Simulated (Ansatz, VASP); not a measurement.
**TiTeS: VASP beside Ansatz**

Aim: how closely do two programs agree when they are given the same cell, functional and k mesh? The cell is taken from a series of runs on this material, whose earlier steps may have relaxed, scaled, displaced or heated it; both programs get it as it stands.

Main program and level: Ansatz 0.2.0; plane waves, with VASP 6.6.1 beside it; zone-centre phonons at PBEsol.

**1. Starting point**

The cell holds 3 atoms: 1 Ti, 1 S and 1 Te. Cell: a = 3.697 Å, b = 3.697 Å, c = 30.000 Å, α = 90.0°, β = 90.0°, γ = 120.0°. Vacuum lies along c.

**2. Ansatz: zone-centre phonons, PBEsol**

Ansatz runs on its PAW soft_1 files.

Second derivatives magnify differences that forces hide, and they need a tight electronic threshold.

File input.yaml:

```yaml
crystal:
  lattice:
    - [3.6966466384, 0.0, 0.0]
    - [-1.8483233192, 3.2013898977, 0.0]
    - [0.0, 0.0, 30.0]
  atoms:
    - { symbol: Ti, position: [0.0, 0.0, 0.3401445356] }
    - { symbol: S, position: [0.3333333333, 0.6666666667, 0.3774008011] }
    - { symbol: Te, position: [0.6666666667, 0.3333333333, 0.27912133] }
  periodic: [true, true, false]
kpoints:
  mp_grid: { grid: [15, 15, 1] }
hamiltonian:
  xc: pbesol
  pseudopotentials: { kind: paw, azcp: { folder: soft_1 }, xc_functional: pbe }
scf:
  occupations: { method: methfessel_paxton, width: 0.2 }
output:
  eigenvalues: true
phonons:
  method: dfpt
```

Launch:

```
ansatz run input.yaml --threads 4 --pin off --max-ram 16384MiB --backend cpu --events-out ev --progress --plain --runs-dir out
```

Numbers of over 12 decimals in the logs are rounded to 6 here.

What it wrote:

```text
Engine: ansatz 0.2.0, aarch64-unknown-linux-gnu
Pseudopotentials: kind: paw
Pseudopotential: Ti, paw, valence charge 12, recommended cutoff 420 eV (normal), soft_1/Ti.paw.azcp
Pseudopotential: S, paw, valence charge 6, recommended cutoff 420 eV (normal), soft_1/S.paw.azcp
Pseudopotential: Te, paw, valence charge 16, recommended cutoff 420 eV (normal), soft_1/Te.paw.azcp
Functional definition: PBEsol
  exchange = pbesol_x
  correlation = pbesol_c
Crystal: 3 atoms, lattice volume = 355.032 Å³
Basis set: ecut = 420 eV, 6977 PW (Γ), exchange–correlation on 50×50×432 points (8 copies of the dense FFT grid, shifted against one another)
Bands: 21, of which v1, the nominal top of the filled ones, is band 17 counted from 1 (16 counted from 0)
Symmetry: 6 space group operations
k-points: 64 of 225 (irreducible under 2 space group operations, time reversal used)
Non-local potential: Ti, projectors of the file, l = 0: 3, l = 1: 2, l = 2: 3, l = 3: 1
Non-local potential: S, projectors of the file, l = 0: 2, l = 1: 2, l = 2: 1
Non-local potential: Te, projectors of the file, l = 0: 2, l = 1: 2, l = 2: 2, l = 3: 1
PAW form: soft (Blöchl's): semilocal exchange-correlation on the pseudo side does not see the compensation charge
PAW frozen core: Ti, regenerated for the run's functional, and the local potential with it (the file was generated under x = pbe(κ = 0.804, μ = 0.219515), c = pbe(β = 0.066725))
PAW frozen core: S, regenerated for the run's functional, and the local potential with it (the file was generated under x = pbe(κ = 0.804, μ = 0.219515), c = pbe(β = 0.066725))
PAW frozen core: Te, regenerated for the run's functional, and the local potential with it (the file was generated under x = pbe(κ = 0.804, μ = 0.219515), c = pbe(β = 0.066725))
PAW one-centre angular grid: Ti, 590 points (default); XC on 64 Gauss nodes
PAW one-centre angular grid: S, 110 points (default); XC on 64 Gauss nodes
PAW one-centre angular grid: Te, 590 points (default); XC on 64 Gauss nodes
Initial density: superposition of atomic densities (neutral atoms: chi_scale 0, normalization atom)
Initial wavefunctions: pseudopotential atomic-orbital guess
Functional: x = pbesol(κ = 0.804, μ = 0.123457), c = pbesol(β = 0.046)
SCF iter   1: F=—  HF=-10263.977037 eV  |F-HF|=—  |Δ(HF+E_count)|=         —  Δρ=2.10e-2  dr2=2.39e0  ethr=3.10e-3  ⟨swp⟩=14.4  Hψ=11132  notcnv=0
preconditioner: auto → LDOS  [insulator: Δε(μ)=0.251 eV  Ē_g=6.891 eV  σ=0.200 eV  W_gap=0.77  n_scr=16 (ndim 8)  ℏωp=7.9 eV  f_vac=0.759  D(μ)=0.99/eV (n_scr^D=6)  ε∞_Penn≈2.3  β→1.0]
SCF iter   2: F=—  HF=-10264.363344 eV  |F-HF|=—  |Δ(HF+E_count)|=   3.86e-1  S|Δr|=    0.00e0  Δρ=1.89e-2  dr2=5.32e0  ethr=3.10e-3  ⟨swp⟩=4.7  Hψ=4023  notcnv=0
SCF iter   3: F=—  HF=-10263.391821 eV  |F-HF|=—  |Δ(HF+E_count)|=   9.72e-1  S|Δr|=    0.00e0  Δρ=4.96e-3  dr2=2.30e-1  ethr=3.10e-3  ⟨swp⟩=4.0  Hψ=3704  notcnv=0
SCF iter   4: F=—  HF=-10263.390519 eV  |F-HF|=—  |Δ(HF+E_count)|=   1.30e-3  S|Δr|=    0.00e0  Δρ=3.69e-3  dr2=9.76e-2  ethr=6.76e-4  ⟨swp⟩=3.0  Hψ=3063  notcnv=0
SCF iter   5: F=—  HF=-10263.382941 eV  |F-HF|=—  |Δ(HF+E_count)|=   7.58e-3  S|Δr|=    0.00e0  Δρ=1.34e-3  dr2=1.10e-2  ethr=2.87e-4  ⟨swp⟩=2.0  Hψ=1722  notcnv=0
SCF iter   6: F=—  HF=-10263.381448 eV  |F-HF|=—  |Δ(HF+E_count)|=   1.49e-3  S|Δr|=    0.00e0  Δρ=4.19e-4  dr2=1.20e-3  ethr=3.24e-5  ⟨swp⟩=2.1  Hψ=1936  notcnv=0
SCF iter   7: F=—  HF=-10263.381375 eV  |F-HF|=—  |Δ(HF+E_count)|=   7.36e-5  S|Δr|=    0.00e0  Δρ=9.49e-5  dr2=7.69e-5  ethr=3.52e-6  ⟨swp⟩=2.5  Hψ=2049  notcnv=0
SCF iter   8: F=—  HF=-10263.381374 eV  |F-HF|=—  |Δ(HF+E_count)|=   9.85e-7  S|Δr|=    0.00e0  Δρ=1.75e-5  dr2=7.01e-7  ethr=2.26e-7  ⟨swp⟩=3.1  Hψ=2335  notcnv=0
SCF iter   9: F=—  HF=-10263.381444 eV  |F-HF|=—  |Δ(HF+E_count)|=   7.02e-5  S|Δr|=    0.00e0  Δρ=3.67e-6  dr2=1.10e-7  ethr=2.06e-9  ⟨swp⟩=4.4  Hψ=3557  notcnv=0
SCF iter  10: F=—  HF=-10263.381444 eV  |F-HF|=—  |Δ(HF+E_count)|=   1.22e-7  S|Δr|=    0.00e0  Δρ=9.12e-7  dr2=3.89e-9  ethr=3.25e-10  ⟨swp⟩=2.5  Hψ=2017  notcnv=0
SCF iter  11: F=—  HF=-10263.381444 eV  |F-HF|=—  |Δ(HF+E_count)|=   2.07e-8  S|Δr|=    0.00e0  Δρ=2.78e-7  dr2=3.79e-10  ethr=1.14e-11  ⟨swp⟩=3.3  Hψ=3172  notcnv=0
SCF iter  12: F=—  HF=-10263.381444 eV  |F-HF|=—  |Δ(HF+E_count)|=   1.49e-9  S|Δr|=    0.00e0  Δρ=1.33e-7  dr2=1.71e-10  ethr=1.12e-12  ⟨swp⟩=4.0  Hψ=3417  notcnv=0
SCF iter  13: F=-10263.381444 eV  HF=-10263.381444 eV  |F-HF|=1.86e-10  |Δ(HF+E_count)|=  6.29e-10  S|Δr|=    0.00e0  Δρ=2.28e-8  dr2=2.31e-12  ethr=1.00e-12  ⟨swp⟩=12.9  Hψ=11471  notcnv=0
SCF 1 converged in 13 iterations: F = -10263.381444 eV  dr2 = 2.31e-12
  greatest PAW one-centre occupation: 0.998 electrons in one spin orbital (limit 2), on the Ti atom at site 0 (counted from 0), in its partial waves of l = 0
DFPT response loops at Γ: preconditioner auto → none (partly filled bands, converged f_vac=0.768); β = 0.50; Broyden in place of MSR1
SCF converged after 13 iterations
Stability not checked: this state was not tested for a lower state beside it, because cold or Methfessel-Paxton smearing, or corrected tetrahedra, fill the levels in a way that the test cannot read (fill_not_monotonic; see scf.lower_state_search)
Free energy (F): -10263.381444 eV
Harris-Foulkes:  -10263.381444 eV  (|F-HF|=1.86e-10)
Internal energy: -10263.393654 eV  (E = F + TS)
E sigma→0 (E₀):  -10263.384497 eV
Entropy (-TS):   0.012210 eV (4.070 meV/atom)
Fermi energy:    -4.888723 eV
Step filling:    the computed levels leave a gap of 0.0836 eV = 0.4 smearing widths at the electron count; against every level under it full and every level over it empty, smearing changes F+E_penalty+E_count by +5.987 meV and its σ→0 estimate by +2.935 meV
--- Per-component energies (eV) ---
  E_band       = -935.755058
  E_kinetic    = 556.165316
  E_local      = -56082.328337  (includes V_loc(G=0)·N_el)
  E_nonlocal   = 164.300719
  E_hartree    = 27666.479220
  E_xc         = -324.080036
  E_vxc        = -328.482378  (∫ρ·V_xc dr)
  E_paw        = -6202.500980  (= ΣΔE_a)
  E_vpaw       = -578.368696  (= ΣTr[D̂ρ^β])
  E_aug_tail   = 0.000013  (compensation charges beyond the density's cutoff)
  E_ewald      = 23957.994287
  E_core_change = 0.576145  (= ΣΔE_core)
  E_smearing   = 0.012210  (= −TS)
  E_closure    = 0.000000  (closes the sum)
  Σ components = -10263.381444   (vs F -10263.381444, Δ=0.00e0)
--- Band table (eV; the first three rows and the last of 64) ---
  k-point 0: bands = [... 13 lower, -8.4028, -6.7088, -4.9001, -4.9001, -4.3273, -4.3273, -3.8485, -1.6390]
  k-point 1: bands = [... 13 lower, -8.3900, -6.6191, -5.1810, -5.0711, -4.4947, -4.1834, -3.6718, -1.9356]
  k-point 2: bands = [... 13 lower, -8.3555, -6.4601, -5.9049, -5.3652, -4.6082, -3.9798, -3.5470, -2.4116]
  k-point 63: bands = [... 13 lower, -8.5024, -8.0407, -7.0421, -6.6710, -4.6532, -4.0396, -3.8632, -2.7983]
--- Phonons (Γ-DFPT): 6 representative perturbations + reference, on 64 of 225 k-points (Σ response iterations 33) ---
  k mesh reduced under 2 symmetry operations, with k and −k counted as one. Each operation leaves every solved perturbation unchanged. A smaller set is not used because it would not reduce the number of displacements times k-points to solve
  ASR residual: 7.643e-5 → 0.000e0 eV/Å²; symmetrization residual: 1.642e-5 eV/Å²
  ASR residual per site (eV/Å²): 2.88e-5 5.11e-5 7.64e-5
  Γ frequencies (cm⁻¹): 0.00 0.00 0.00 117.30 117.30 199.61 239.60 239.60 324.26
  non-analytic LO–TO correction: not included (Born effective charges unavailable; polar crystals: no LO–TO splitting at Γ)
```

Reading the cycles: dr2 is the Hartree energy of the density residual (eV), the measure of convergence; HF is the Harris–Foulkes estimate of the energy, which meets the free energy F at convergence.

(Part 1 of 2 ends here.)

[Lines on the potential files, build, host, timing and source positions are cut from VASP's logs without a mark.]

[Logs are printed without paths, hosts, clocks, repeated set-up lines and the standing remarks that a program may print on its own settings, such as how far it seeks lower states.]

[Hosts, paths, dates, database ids (printed as entryN), source tags and the programs' standing remarks are cut or masked in the printed files.]
